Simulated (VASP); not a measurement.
A run of VASP 6.6.1 is set up as follows.

INCAR

```
SYSTEM = RbSrSi2
PREC = Accurate
ENCUT = 520
EDIFF = 1E-6
ISMEAR = 0
SIGMA = 0.1
LREAL = .FALSE.
LASPH = .TRUE.
NELM = 100
ALGO = Fast
ISIF = 2
LWAVE = .FALSE.
LCHARG = .FALSE.
GGA = PE
NBANDS = 22
```

File KPOINTS:

```
regular mesh
0
G
  12 12 6
  0 0 0
```

File POSCAR:

```
RbSrSi2
1.0
    4.3196921830      0.0000000000      0.0000000000
    0.0000000000      4.3196921830      0.0000000000
    0.0000000000      0.0000000000      7.5967449834
Rb Sr Si
1 1 2
Direct
    0.0000000000      0.0000000000      0.5000000000
    0.0000000000      0.0000000000      0.0000000000
    0.5000000000      0.5000000000      0.1471271376
    0.5000000000      0.5000000000      0.8528728624
```

Potentials or basis: VASP PAW PBE potentials, release 64 (Rb_sv, Sr_sv, Si).

Launch:

```console
$ cat potpaw_PBE.64/Rb_sv/POTCAR potpaw_PBE.64/Sr_sv/POTCAR potpaw_PBE.64/Si/POTCAR > POTCAR
$ mpirun -np 1 vasp_std > vasp.out
```

(1) Predict the pressure.

(2) Estimate the band gap on the k mesh.

Results:

(1) 0.0 GPa.

(2) none (metal or under the smearing width).
